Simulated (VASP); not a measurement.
# Carbides: formation energies at one level

Wanted: formation energies of TiC, ZrC, HfC, WC and SiC on one footing.

Main program and level: VASP 6.6.1; PBE; plane waves and PAW (W_sv, C), in the first sound run; inputs show where later runs differ.

**1. The structure**

It takes space group P-6m2 (No. 187, hexagonal). The conventional cell has a = 2.901 Å, b = 2.901 Å, c = 2.829 Å, α = 90.00°, β = 90.00°, γ = 120.00°. W has 6 C at 2.19 Å nearest. C has 6 W at 2.19 Å nearest. Farther neighbours are not listed.

Coordinates:

```xyz
2
Lattice="2.9005 0.0000 0.0000 -1.4503 2.5119 0.0000 0.0000 0.0000 2.8290" Properties=species:S:1:pos:R:3 pbc="T T T"
W     0.0000    0.0000    0.0000
C     1.4503    0.8373    1.4145
```

**2. Relax the crystal, PBE**

One member in full, WC: cell and atoms relax.

This step took 2 runs in a row; the last is shown.

Level: PBE; plane waves and PAW (W_sv, C).

Contents of INCAR:

```
SYSTEM = WC
PREC = Accurate
ENCUT = 520
EDIFF = 1E-07
NELM = 120
ISMEAR = 1
SIGMA = 0.1
LREAL = .FALSE.
ALGO = Normal
GGA = PE
NBANDS = 15
LASPH = .TRUE.
LORBIT = 11
LWAVE = .FALSE.
LCHARG = .FALSE.
KPAR = 2
IBRION = 2
NSW = 40
ISIF = 3
EDIFFG = -0.01
POTIM = 0.4
```

Contents of POSCAR:

```
WC
1.0
    2.9248397998      0.0000000000      0.0000000000
   -1.4624198999      2.5329855678      0.0000000000
    0.0000000000      0.0000000000      2.8483186494
W C
1 1
Direct
    0.0000000000      0.0000000000      0.0000000000
    0.6666666670      0.3333333330      0.5000000000
```

Contents of KPOINTS:

```
Automatic mesh
0
Gamma
13 13 12
0 0 0
```

PAW data sets: W_sv and C (PBE family, release 64).

The run is started by

```console
mpirun -np 2 vasp_std
```

What it wrote:

```text
[banner, memory and clock lines left out]
running    2 mpi-ranks, on    1 nodes
[...]
LDA part: xc-table for (Slater+PW92), standard interpolation
 POSCAR, INCAR and KPOINTS ok, starting setup
[...]
entering main loop
       N       E                     dE             d eps       ncg     rms          rms(c)
DAV:   1     0.111908128641E+03    0.11191E+03   -0.94895E+03  4410   0.133E+03
DAV:   2    -0.220805192888E+02   -0.13399E+03   -0.12974E+03  5292   0.353E+02
DAV:   3    -0.255120401882E+02   -0.34315E+01   -0.34180E+01  4991   0.537E+01
DAV:   4    -0.255327008250E+02   -0.20661E-01   -0.20660E-01  5271   0.472E+00
[...]
DAV:  11    -0.224492301611E+02    0.19947E-05   -0.26053E-05  5173   0.435E-02    0.105E-02
DAV:  12    -0.224492289402E+02    0.12209E-05   -0.44749E-06  4991   0.199E-02    0.300E-03
DAV:  13    -0.224492289103E+02    0.29896E-07   -0.93899E-08  3738   0.279E-03
   1 F= -.22449229E+02 E0= -.22449098E+02  d E =-.224492E+02
[...]
reached required accuracy - stopping structural energy minimisation
```

Elapsed: 11 s, on 2 MPI ranks of AMD EPYC 9R45, shared host; peak memory 0.29 GiB; 21 s of CPU time.

Lines that name or quote the potential files are left out of all logs, and their timing lines are given in words.

Parts of OUTCAR (step 2):

```text
  Total        0.0064383      0.0064383      0.0068772      0.0000000     -0.0000000     -0.0000000
  in kB        0.4888324      0.4888324      0.5221540      0.0000000     -0.0000000     -0.0000000
  external PRESSURE =       0.4999396 kB  Pullay stress =       0.0000000 kB

 POSITION                                       TOTAL-FORCE (eV/Angst)
 -----------------------------------------------------------------------------------
      0.00000      0.00000      0.00000        -0.000000     -0.000000      0.000000
      1.46242      0.84433      1.42416         0.000000      0.000000      0.000000
 -----------------------------------------------------------------------------------
    total drift:                               -0.000000      0.000000     -0.000000

  FREE ENERGIE OF THE ION-ELECTRON SYSTEM (eV)
  ---------------------------------------------------
  free  energy   TOTEN  =       -22.4492289103 eV

  energy  without entropy=      -22.4488370039  energy(sigma->0) =      -22.44909827

 reached required accuracy - stopping structural energy minimisation

[... 3 further parts left out ...]
[key lines of the parts left out:]
E-fermi :  10.8429
```

Read from the output:

| Quantity | Value |
| --- | --- |
| energy(sigma→0) of the program | -22.4491 eV |
| stress, compression positive | xx, yy, zz 0.05, 0.05, 0.05 GPa |
| volume | 21.102 Å³ |
| ionic steps | 1 |

**3. Density of states, PBE**

Tetrahedra on a denser mesh give the density of states; the gap in the table is that of the relaxation mesh.

Level: PBE; plane waves and PAW (W_sv, C).

Contents of INCAR:

```
SYSTEM = WC
PREC = Accurate
ENCUT = 520
EDIFF = 1E-06
NELM = 100
ISMEAR = -5
SIGMA = 0.1
LREAL = .FALSE.
ALGO = Normal
GGA = PE
NBANDS = 21
LASPH = .TRUE.
LORBIT = 11
LWAVE = .FALSE.
LCHARG = .FALSE.
KPAR = 2
NEDOS = 2001
```

POSCAR is that of step 2.

Contents of KPOINTS:

```
Automatic mesh
0
Gamma
18 18 16
0 0 0
```

The run is started by

```console
mpirun -np 2 vasp_std
```

What it wrote:

```text
[... set-up lines as in an earlier step ...]
 entering main loop
       N       E                     dE             d eps       ncg     rms          rms(c)
DAV:   1     0.124633589930E+03    0.12463E+03   -0.84879E+03 14026   0.952E+02
DAV:   2    -0.208870103964E+02   -0.14552E+03   -0.13897E+03 15321   0.288E+02
DAV:   3    -0.255128752760E+02   -0.46259E+01   -0.45884E+01 16256   0.479E+01
DAV:   4    -0.255324793182E+02   -0.19604E-01   -0.19604E-01 15196   0.338E+00
[...]
DAV:  10    -0.224491781518E+02    0.66398E-04   -0.25170E-04 15876   0.145E-01    0.207E-02
DAV:  11    -0.224491794662E+02   -0.13144E-05   -0.71400E-06 14896   0.225E-02    0.740E-03
DAV:  12    -0.224491793846E+02    0.81605E-07   -0.80474E-07 12664   0.860E-03
   1 F= -.22449179E+02 E0= -.22449179E+02  d E =0.000000E+00
 -----------------------------------------------------------------------------
|                                                                             |
|           W    W    AA    RRRRR   N    N  II  N    N   GGGG   !!!           |
|           W    W   A  A   R    R  NN   N  II  NN   N  G    G  !!!           |
|           W    W  A    A  R    R  N N  N  II  N N  N  G       !!!           |
|           W WW W  AAAAAA  RRRRR   N  N N  II  N  N N  G  GGG   !            |
|           WW  WW  A    A  R   R   N   NN  II  N   NN  G    G                |
|           W    W  A    A  R    R  N    N  II  N    N   GGGG   !!!           |
|                                                                             |
|     Tetrahedron method does not include variations of the Fermi             |
|     occupations, so forces and stress will be inaccurate. We suggest        |
|     using a different smearing scheme ISMEAR = 1 or 2 for metals in         |
|     relaxations.                                                            |
|                                                                             |
 -----------------------------------------------------------------------------
```

Elapsed: 28 s, on 2 MPI ranks; peak memory 0.48 GiB.

OUTCAR, selected parts (step 3):

```text
  Total       -0.0096059     -0.0096059      0.0768605      0.0000000      0.0000000      0.0000000
  in kB       -0.7293330     -0.7293330      5.8356693      0.0000000      0.0000000      0.0000000
  external PRESSURE =       1.4590011 kB  Pullay stress =       0.0000000 kB

 POSITION                                       TOTAL-FORCE (eV/Angst)
 -----------------------------------------------------------------------------------
      0.00000      0.00000      0.00000         0.000000      0.000000      0.000000
      1.46242      0.84433      1.42416        -0.000000      0.000000      0.000000
 -----------------------------------------------------------------------------------
    total drift:                               -0.000000      0.000000     -0.000000

  FREE ENERGIE OF THE ION-ELECTRON SYSTEM (eV)
  ---------------------------------------------------
  free  energy   TOTEN  =       -22.4491793846 eV

  energy  without entropy=      -22.4491793846  energy(sigma->0) =      -22.44917938

[... 1 part as in an earlier step ...]

[... 2 further parts left out ...]
[key lines of the parts left out:]
E-fermi :  10.8069
```

Read from the output:

| Quantity | Value |
| --- | --- |
| energy(sigma→0) of the program | -22.4492 eV |

The run ends at a pressure of 0.15 GPa.

**4. Reference C, PBE**

Level: PBE; plane waves and PAW (C).

System, named by how it was started: C. Symmetry: Fd-3m, No. 227, cubic system. Conventional cell: a = 3.567 Å, b = 3.567 Å, c = 3.567 Å, α = 90.00°, β = 90.00°, γ = 90.00°. Nearest to C lie 4 C at 1.54 Å.

Contents of INCAR:

```
SYSTEM = C
PREC = Accurate
ENCUT = 520
EDIFF = 1E-07
NELM = 120
ISMEAR = 0
SIGMA = 0.05
LREAL = .FALSE.
ALGO = Normal
GGA = PE
NBANDS = 10
LASPH = .TRUE.
LORBIT = 11
LWAVE = .FALSE.
LCHARG = .FALSE.
KPAR = 2
IBRION = 2
NSW = 40
ISIF = 3
EDIFFG = -0.005
POTIM = 0.4
```

Contents of POSCAR:

```
C
1.0
    0.0000000000      1.7834000000      1.7834000000
    1.7834000000      0.0000000000      1.7834000000
    1.7834000000      1.7834000000      0.0000000000
C
2
Direct
    0.0000000000      0.0000000000      0.0000000000
    0.2500000000      0.2500000000      0.2500000000
```

Contents of KPOINTS:

```
Automatic mesh
0
Gamma
20 20 20
0 0 0
```

The projector-augmented-wave data sets are C (PBE family, release 64).

The run is started by

```console
mpirun -np 2 vasp_std
```

What it wrote:

```text
[banner, memory and clock lines left out]
running    2 mpi-ranks, on    1 nodes
[...]
LDA part: xc-table for (Slater+PW92), standard interpolation
 POSCAR, INCAR and KPOINTS ok, starting setup
[...]
entering main loop
       N       E                     dE             d eps       ncg     rms          rms(c)
DAV:   1    -0.178246953169E+00   -0.17825E+00   -0.49409E+03  5280   0.797E+02
DAV:   2    -0.184621747123E+02   -0.18284E+02   -0.17345E+02  6882   0.121E+02
DAV:   3    -0.188232204098E+02   -0.36105E+00   -0.36019E+00  5978   0.139E+01
DAV:   4    -0.188240161942E+02   -0.79578E-03   -0.79575E-03  5634   0.740E-01
[...]
DAV:   9    -0.181852459597E+02   -0.34530E-04   -0.65942E-05  6316   0.693E-02    0.237E-02
DAV:  10    -0.181852657852E+02   -0.19826E-04   -0.15629E-05  5342   0.380E-02    0.505E-03
DAV:  11    -0.181852658297E+02   -0.44467E-07   -0.20489E-07  6600   0.444E-03
   1 F= -.18185266E+02 E0= -.18185266E+02  d E =-.181853E+02
[...]
DAV:   3    -0.181854479036E+02    0.13360E-03   -0.20809E-04  5470   0.105E-01    0.120E-02
DAV:   4    -0.181854475562E+02    0.34740E-06   -0.26742E-06  5534   0.155E-02    0.988E-03
DAV:   5    -0.181854466974E+02    0.85889E-06   -0.14892E-07  5378   0.420E-03    0.892E-04
DAV:   6    -0.181854465957E+02    0.10166E-06   -0.42766E-09  2632   0.746E-04    0.565E-04
DAV:   7    -0.181854465855E+02    0.10222E-07   -0.37309E-10  2604   0.185E-04
   2 F= -.18185447E+02 E0= -.18185447E+02  d E =-.180756E-03
 trial-energy change:   -0.000181  1 .order   -0.000189   -0.001721    0.001343
 step:   0.5576(harm=  0.5618)  dis= 0.00000  next Energy=   -18.185744 (dE=-0.479E-03)
[...]
N       E                     dE             d eps       ncg     rms          rms(c)
DAV:   1    -0.181858279138E+02   -0.38132E-03   -0.53558E-03  5522   0.643E-01    0.661E-02
DAV:   2    -0.181857679747E+02    0.59939E-04   -0.63425E-05  5524   0.680E-02    0.371E-02
DAV:   3    -0.181857436846E+02    0.24290E-04   -0.40766E-05  5452   0.467E-02    0.535E-03
DAV:   4    -0.181857437511E+02   -0.66558E-07   -0.51858E-07  5518   0.682E-03
   3 F= -.18185744E+02 E0= -.18185744E+02  d E =-.477921E-03
[...]
reached required accuracy - stopping structural energy minimisation
```

Run time: 13 s. Hardware: 2 MPI ranks; peak memory 0.22 GiB.

From OUTCAR (step 4):

```text
  Total        0.0011177      0.0011177      0.0011177      0.0000000     -0.0000000     -0.0000000
  in kB        0.1569844      0.1569844      0.1569844      0.0000000     -0.0000000     -0.0000000
  external PRESSURE =       0.1569844 kB  Pullay stress =       0.0000000 kB

 POSITION                                       TOTAL-FORCE (eV/Angst)
 -----------------------------------------------------------------------------------
      0.00000      0.00000      0.00000         0.000000      0.000000      0.000000
      0.89335      0.89335      0.89335        -0.000000     -0.000000     -0.000000
 -----------------------------------------------------------------------------------
    total drift:                                0.000000      0.000000      0.000000

  FREE ENERGIE OF THE ION-ELECTRON SYSTEM (eV)
  ---------------------------------------------------
  free  energy   TOTEN  =       -18.1857437511 eV

  energy  without entropy=      -18.1857437511  energy(sigma->0) =      -18.18574375

[... 1 part as in an earlier step ...]

[... 3 further parts left out ...]
[key lines of the parts left out:]
E-fermi :   9.9079
```

Read from the output:

| Quantity | Value |
| --- | --- |
| energy(sigma→0) of the program | -18.1857 eV |
| stress, compression positive | xx, yy, zz 0.02, 0.02, 0.02 GPa |
| volume | 11.408 Å³ |
| ionic steps | 3 |

**5. Reference W, PBE**

This step took 2 runs in a row; the last is shown.

Level: PBE; plane waves and PAW (W_sv).

System, named by how it was started: W. Symmetry: Im-3m, No. 229, cubic system. Conventional cell: a = 3.185 Å, b = 3.185 Å, c = 3.185 Å, α = 90.00°, β = 90.00°, γ = 90.00°. Nearest to W lie 8 W at 2.76 Å.

Contents of INCAR:

```
SYSTEM = W
PREC = Accurate
ENCUT = 520
EDIFF = 1E-07
NELM = 120
ISMEAR = 1
SIGMA = 0.15
LREAL = .FALSE.
ALGO = Normal
GGA = PE
NBANDS = 13
LASPH = .TRUE.
LORBIT = 11
LWAVE = .FALSE.
LCHARG = .FALSE.
KPAR = 2
IBRION = 2
NSW = 40
ISIF = 3
EDIFFG = -0.005
POTIM = 0.4
```

Contents of POSCAR:

```
W
1.0
   -1.5926143244      1.5926143244      1.5926143244
    1.5926143244     -1.5926143244      1.5926143244
    1.5926143244      1.5926143244     -1.5926143244
W
1
Direct
    0.0000000000      0.0000000000      0.0000000000
```

Contents of KPOINTS:

```
Automatic mesh
0
Gamma
18 18 18
0 0 0
```

The projector-augmented-wave data sets are W_sv (PBE family, release 64).

The run is started by

```console
mpirun -np 2 vasp_std
```

What it wrote:

```text
[banner, memory and clock lines left out]
running    2 mpi-ranks, on    1 nodes
[...]
LDA part: xc-table for (Slater+PW92), standard interpolation
 POSCAR, INCAR and KPOINTS ok, starting setup
[...]
entering main loop
       N       E                     dE             d eps       ncg     rms          rms(c)
DAV:   1     0.874587288110E+02    0.87459E+02   -0.74278E+03  5104   0.122E+03
DAV:   2    -0.118629406838E+02   -0.99322E+02   -0.95326E+02  5730   0.320E+02
DAV:   3    -0.135762723849E+02   -0.17133E+01   -0.17085E+01  5570   0.407E+01
DAV:   4    -0.135833767334E+02   -0.71043E-02   -0.71042E-02  5570   0.289E+00
[...]
DAV:  11    -0.129497116569E+02   -0.33963E-06   -0.41557E-07  5238   0.786E-03    0.546E-04
DAV:  12    -0.129497114588E+02    0.19810E-06   -0.81079E-09  3095   0.134E-03    0.101E-04
DAV:  13    -0.129497114671E+02   -0.83296E-08   -0.84572E-10  2575   0.402E-04
   1 F= -.12949711E+02 E0= -.12949363E+02  d E =-.129497E+02
[...]
reached required accuracy - stopping structural energy minimisation
```

The job ended after 11 s (2 MPI ranks; peak memory 0.27 GiB).

Parts of OUTCAR (step 5):

```text
   k-points           NKPTS =    195   k-points in BZ     NKDIM =    195   number of bands    NBANDS=     13

   ENCUT  =  520.0 eV  38.22 Ry    6.18 a.u.   5.13  5.13  5.13*2*pi/ulx,y,z

   NELECT =      14.0000    total number of electrons

 E-fermi :  11.1673

 k-point     1 :       0.0000    0.0000    0.0000
  band No.  band energies     occupation
    ...
      4     -26.6248      2.00000
      5       1.6373      2.00000
      6       9.9739      2.00000
      7       9.9739      2.00000
      8       9.9739      2.00000
      9      13.3870     -0.00000
     10      13.3870     -0.00000
     11      25.6410      0.00000
     12      25.6410      0.00000
     13      25.6410      0.00000

  Total       -0.0003576     -0.0003576     -0.0003576      0.0000000      0.0000000      0.0000000
  in kB       -0.0354595     -0.0354595     -0.0354595      0.0000000      0.0000000      0.0000000
  external PRESSURE =      -0.0354595 kB  Pullay stress =       0.0000000 kB

 POSITION                                       TOTAL-FORCE (eV/Angst)
 -----------------------------------------------------------------------------------
      0.00000      0.00000      0.00000        -0.000000      0.000000     -0.000000
 -----------------------------------------------------------------------------------
    total drift:                               -0.000000      0.000000      0.000000

  FREE ENERGIE OF THE ION-ELECTRON SYSTEM (eV)
  ---------------------------------------------------
  free  energy   TOTEN  =       -12.9497114671 eV

  energy  without entropy=      -12.9486666446  energy(sigma->0) =      -12.94936319

[... 1 part as in an earlier step ...]

[... 15 further parts left out ...]
```

This run gave:

```
energy(sigma→0) of the program : -12.9494 eV
stress, compression positive   : xx, yy, zz 0.00, 0.00, 0.00 GPa
volume                         : 16.158 Å³
ionic steps                    : 1
```

By hand, from the ends of the relaxations: [-22.4491 − 1 × (-12.9494) − 1 × (-9.0929)] / 2 = -0.203 eV/atom.

**6. The table**

Notes on database entries: that of Fm-3m HfC differs from later determinations by our own check (about 0.2 % long); that of F-43m SiC differs from later determinations by our own check (0.1 to 0.3 % short, probably kX units).

The other members went through these steps as far as the tables show, with one cutoff, and the other elements were relaxed alike; 17 runs are not shown. The session took 0.30 core hours (wall time by ranks) on a shared machine.

```csv
compound,space group,atoms,volume (Å³/atom),formation energy (eV/atom),gap on the mesh (eV)
TiC,Fm-3m,2,10.178,-0.890,0.000
ZrC,Fm-3m,2,13.069,-0.924,0.000
HfC,Fm-3m,2,12.588,-0.989,0.000
WC,P-6m2,2,10.551,-0.203,0.000
SiC,F-43m,2,10.499,-0.272,1.439
```

**7. What came out**

```json
{
 "TiC (Fm-3m)": "-0.89 eV/atom",
 "ZrC (Fm-3m)": "-0.92 eV/atom",
 "HfC (Fm-3m)": "-0.99 eV/atom",
 "WC (P-6m2)": "-0.20 eV/atom",
 "SiC (F-43m)": "-0.27 eV/atom"
}
```

What this shows: HfC has the lowest formation energy per atom (-0.99 eV) and WC the highest (-0.20 eV). Elements and compounds start from ASE's table, typed cells or database entries, forms which need not be the lowest. Carbon is counted from diamond, not from graphite, the standard state, which lies lower at semilocal levels other than LDA and would make the values less negative. Static energies: no zero-point or thermal terms. The meshes of the relaxations leave a few meV per atom open.

[Lines on the potential files, build, host, timing and source positions are cut from VASP's logs without a mark.]

[Logs are printed without paths, hosts, clocks, repeated set-up lines and the standing remarks that a program may print on its own settings, such as how far it seeks lower states.]

[Hosts, paths, dates, database ids (printed as entryN), source tags and the programs' standing remarks are cut or masked in the printed files.]
